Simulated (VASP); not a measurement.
An input for Ansatz (written as the equivalent of a VASP run, and not itself run):

Ansatz 0.2 input:
```yaml
crystal:
  lattice:
    - [0.0000000, 3.5139000, 3.5139000]
    - [3.5139000, 0.0000000, 3.5139000]
    - [3.5139000, 3.5139000, 0.0000000]
  atoms:
    - { symbol: Rb, position: [0.0000000, 0.0000000, 0.0000000] }
    - { symbol: Br, position: [0.5000000, 0.5000000, 0.5000000] }
kpoints:
  mp_grid: { grid: [6, 6, 6] }
hamiltonian:
  xc: pbe
  pseudopotentials: { kind: paw }
scf:
  occupations: { method: fermi_dirac, width: 0.3 }
  max_iter: 100
output: { forces: true, stress: true, eigenvalues: true }
```

Translate this input to VASP (INCAR, KPOINTS, POSCAR, choice of POTCAR).

This is not unique; one that fits is 
INCAR:
```
LMAXMIX = 4   # l cut-off of mixed one-centre charges
LASPH = .True.   # aspherical one-centre terms
ENCUT = 400   # plane-wave cut-off (eV)
SIGMA = 0.3   # width (eV)
NELM = 100
EDIFF = 1E-6
ALGO = Normal
PREC = Accurate
LCHARG = .False.
LREAL = .False.
ISMEAR = -1   # Fermi-Dirac
ISIF = 2   # forces and stress, cell fixed
GGA = PE
LWAVE = .False.
SYSTEM = RbBr
```

POSCAR:
```
RbBr
1
    0.0000000000     3.5139000000     3.5139000000
    3.5139000000     0.0000000000     3.5139000000
    3.5139000000     3.5139000000     0.0000000000
Rb Br
1 1
Direct
  0.0000000000   0.0000000000   0.0000000000
  0.5000000000   0.5000000000   0.5000000000
```

### KPOINTS
```
Automatic mesh
0
Gamma
6 6 6
0 0 0
```

POTCAR, in this order: Rb_sv Br (PBE.64 set). Program: vasp_std.

What does not carry over: each code has its own PAW files, so the cut-off isn't converted (ENCUT is set for VASP's; basis.ecutwfc is left out, and Ansatz then takes the one that its files recommend); Ansatz stops its SCF on the density residual and VASP on the energy change (EDIFF).

The compound is RbBr in the rock salt structure. The cell was not relaxed at this level. The run is one of a series of settings (ISMEAR = -1, SIGMA = 0.3 against the base run), some of them coarse on purpose.
